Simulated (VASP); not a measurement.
BeRu:

```
Be Ru
1.0
     2.49937    0.00000    0.00000
    -1.24969    2.16452    0.00000
     0.00000    0.00000    3.79552
Be Ru
1 1
Cartesian
  0.0000 0.0000 1.8978
  1.2497 0.7215 0.0000
```

The cell was built by a generator and needn't be a form met in nature.

```yaml
Program: VASP 6.6.1
Task: relaxation of cell and atoms
Functional: r2SCAN
Potentials_or_basis: VASP PAW PBE potentials, release 64 (Be, Ru_pv)
Cutoff: 600 eV
k_mesh: 12 × 12 × 7
Occupations: methfessel-paxton, width 0.1 eV
Spin: no spin polarisation
```

At the start: pressure 34.7 GPa; volume 10.27 Å³/atom.

Question: Where does the relaxation end?

Answer: Over 12 steps the energy falls by 202.0 meV/atom and the volume is 11.24 Å³/atom (+9.5 %); space group P-6m2 (No. 187, to 0.05 Å).

The path:
```
step  energy change (eV)  largest force (eV/Å)  pressure (GPa)  volume (Å³)
   1              0.0000                0.0000           34.71        20.53
   2              0.1860                0.0000          -29.94        27.76
   3             -0.3286                0.0000           -5.06        23.38
   4             -0.3293                0.0000           -3.89        23.26
   5             -0.3907                0.0000           -1.66        22.79
   6             -0.4036                0.0000            0.10        22.50
   7             -0.4039                0.0000            0.43        22.45
   8             -0.4039                0.0000            0.55        22.44
   9             -0.4038                0.0000           -0.60        22.54
  10             -0.4039                0.0000            0.08        22.48
  11             -0.4039                0.0000            0.07        22.48
  12             -0.4039                0.0000            0.02        22.49
```

Final structure:
```
CELL_PARAMETERS angstrom
2.69409 0.00000 0.00000
-1.34705 2.33315 0.00000
0.00000 0.00000 3.57758
ATOMIC_POSITIONS crystal
Be 0.00000 0.00000 0.50000
Ru 0.66667 0.33333 0.00000
```

Caveat: the PAW data sets were made with another functional, which shifts forces and pressure a little.
